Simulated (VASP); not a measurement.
TePb₂S (space group P4/mmm): computed properties

Level of theory: r2SCAN meta-GGA, VASP's PBE PAW potentials (set 64) (plane waves; VASP 6.6.1).

```yaml
space_group: P4/mmm (123)
cell: a = 4.461 Å, b = 4.461 Å, c = 6.236 Å, α = 90.00°, β = 90.00°, γ = 90.00°
volume_per_atom: 31.03 Å^3/atom
band gap (over mesh and band path): 0.33 eV
smallest direct gap (over mesh and band path): 0.33 eV
band_edge_character_without_spin_orbit_coupling: direct, R to R
band_gap_with_spin_orbit_coupling: 0.19 eV
density: 7.68 g/cm³
```

```xyz
4
Lattice="4.4610 0.0000 0.0000 0.0000 4.4610 0.0000 0.0000 0.0000 6.2362" Properties=species:S:1:pos:R:3 pbc="T T T"
Te     2.2305     2.2305     0.0000
Pb     0.0000     0.0000     0.0000
Pb     2.2305     2.2305     3.1181
S      0.0000     0.0000     3.1181
```

Unless said otherwise, spin-orbit coupling is left out, though it shifts the bands of the heavy elements here.

The structure comes from a computed database's TePb2S entry (P4/mmm); how it stands against other phases isn't given here. It was relaxed first. Symmetry was kept, so distortions that lower it aren't found.
